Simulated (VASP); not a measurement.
Level of theory: PBE GGA, VASP's PBE PAW potentials (set 64) (plane waves; VASP 6.6.1).

VASP ran on this input.

File POSCAR:
```
CdS
1
    2.1295065830    -3.6884134155     0.0000000000
    2.1295065830     3.6884134155     0.0000000000
    0.0000000000     0.0000000000     6.9171229293
Cd S
2 2
Direct
  0.6666670000   0.3333330000   0.5000029639
  0.3333330000   0.6666670000   0.0000029639
  0.6666670000   0.3333330000   0.8769970361
  0.3333330000   0.6666670000   0.3769970361
```

KPOINTS:
```
Automatic
0
gamma
  6 6 4
```

### INCAR
```
# general
SYSTEM  = CdS
PREC    = Accurate
ENCUT   = 480   # plane-wave cut-off (eV)
LREAL   = .FALSE.   # projection in real space or not
LASPH   = .TRUE.   # aspherical one-centre terms

# electronic loop
EDIFF   = 1E-7
NELM    = 100   # most electronic steps
ALGO    = Normal   # blocked Davidson
LMAXMIX = 4

# smearing
ISMEAR  = 0
SIGMA   = 0.05

# functional
GGA     = PE   # PBE

# ions
ISIF    = 2

# output
LWAVE   = .FALSE.
LCHARG  = .FALSE.
```

POTCAR, in this order: Cd S (PBE.64 set). Program: vasp_std.

The resulting files:

File OSZICAR:
```
       N       E                     dE             d eps       ncg     rms          rms(c)
DAV:   1     0.235815900088E+03    0.23582E+03   -0.16986E+04   924   0.140E+03
DAV:   2     0.429605015197E+00   -0.23539E+03   -0.23101E+03  1032   0.345E+02
DAV:   3    -0.132452073442E+02   -0.13675E+02   -0.13625E+02  1116   0.823E+01
DAV:   4    -0.133981763238E+02   -0.15297E+00   -0.15292E+00  1050   0.887E+00
DAV:   5    -0.134009392565E+02   -0.27629E-02   -0.27628E-02  1140   0.115E+00    0.980E+00
DAV:   6    -0.122928658086E+02    0.11081E+01   -0.27257E+00  1170   0.159E+01    0.792E+00
DAV:   7    -0.122772451695E+02    0.15621E-01   -0.70672E-01  1080   0.490E+00    0.395E+00
DAV:   8    -0.122767736503E+02    0.47152E-03   -0.89889E-02  1034   0.315E+00    0.445E-01
DAV:   9    -0.122745260804E+02    0.22476E-02   -0.19121E-02  1156   0.166E+00    0.127E-01
DAV:  10    -0.122749044567E+02   -0.37838E-03   -0.14485E-03  1032   0.356E-01    0.115E-01
DAV:  11    -0.122750744221E+02   -0.16997E-03   -0.28091E-04  1100   0.117E-01    0.828E-02
DAV:  12    -0.122750783849E+02   -0.39628E-05   -0.19538E-04  1038   0.986E-02    0.791E-03
DAV:  13    -0.122750788059E+02   -0.42104E-06   -0.13217E-05  1098   0.279E-02    0.681E-03
DAV:  14    -0.122750799481E+02   -0.11421E-05   -0.20545E-06  1038   0.945E-03    0.545E-03
DAV:  15    -0.122750794153E+02    0.53276E-06   -0.16110E-06  1090   0.112E-02    0.188E-03
DAV:  16    -0.122750793963E+02    0.19042E-07   -0.19291E-07   886   0.251E-03
   1 F= -.12275079E+02 E0= -.12275079E+02  d E =-.233100E-11
```

**OUTCAR**
```
------------------------ aborting loop because EDIFF is reached ----------------------------------------
  FORCE on cell =-STRESS in cart. coord.  units (eV):
  Direction    XX          YY          ZZ          XY          YZ          ZX
  --------------------------------------------------------------------------------------
  Total       -1.2661853     -1.2661851     -1.2105790      0.0000000     -0.0000000      0.0000000
  in kB      -18.6695465    -18.6695447    -17.8496480      0.0000000     -0.0000000      0.0000000
  external PRESSURE =     -18.3962464 kB  Pullay stress =       0.0000000 kB
  volume of cell :      108.66
      direct lattice vectors                 reciprocal lattice vectors
     2.129506583 -3.688413415  0.000000000     0.234796175 -0.135559641  0.000000000
     2.129506583  3.688413415  0.000000000     0.234796175  0.135559641  0.000000000
     0.000000000  0.000000000  6.917122929     0.000000000  0.000000000  0.144568777
  FREE ENERGIE OF THE ION-ELECTRON SYSTEM (eV)
  ---------------------------------------------------
  free  energy   TOTEN  =       -12.2750793963 eV

  energy  without entropy=      -12.2750793963  energy(sigma->0) =      -12.27507940
```
(Selected blocks of OUTCAR.)

**OUTCAR**
```
 val. band max:        0.5809255676   @ k =   0.0000   0.0000   0.0000

 cond. band min:       1.5937724296   @ k =   0.0000   0.0000   0.0000


 Fermi energy:         0.7985376965

 k-point     1 :       0.0000    0.0000    0.0000
  band No.  band energies     occupation
      1     -11.2763      2.00000
      2     -10.9242      2.00000
      3      -6.8496      2.00000
      4      -6.8452      2.00000
      5      -6.8452      2.00000
      6      -6.7793      2.00000
      7      -6.7793      2.00000
      8      -6.5254      2.00000
      9      -6.5254      2.00000
     10      -6.4549      2.00000
     11      -6.4549      2.00000
     12      -6.1739      2.00000
     13      -3.2801      2.00000
     14      -0.0620      2.00000
     15      -0.0619      2.00000
     16       0.5545      2.00000
     17       0.5809      2.00000
     18       0.5809      2.00000
     19       1.5938      0.00000
     20       3.2397      0.00000
     21       7.0483      0.00000
     22       7.0483      0.00000

 k-point     2 :       0.1667   -0.0000    0.0000
  band No.  band energies     occupation
      1     -11.1989      2.00000
      2     -10.8909      2.00000
      3      -6.8249      2.00000
      4      -6.8155      2.00000
      5      -6.7781      2.00000
      6      -6.7401      2.00000
      7      -6.7372      2.00000
      8      -6.5402      2.00000
      9      -6.5237      2.00000
     10      -6.4804      2.00000
     11      -6.4488      2.00000
     12      -6.1252      2.00000
     13      -3.1257      2.00000
     14      -0.9269      2.00000
     15      -0.5621      2.00000
     16      -0.3316      2.00000
     17       0.3846      2.00000
     18       0.4207      2.00000
     19       2.7175      0.00000
     20       4.0465      0.00000
     21       6.3565      0.00000
     22       7.3482      0.00000

 k-point     3 :       0.3333   -0.0000    0.0000
  band No.  band energies     occupation
      1     -11.0320      2.00000
...
```

The compound is CdS in the wurtzite structure. This cell was strained or had an atom moved on purpose.
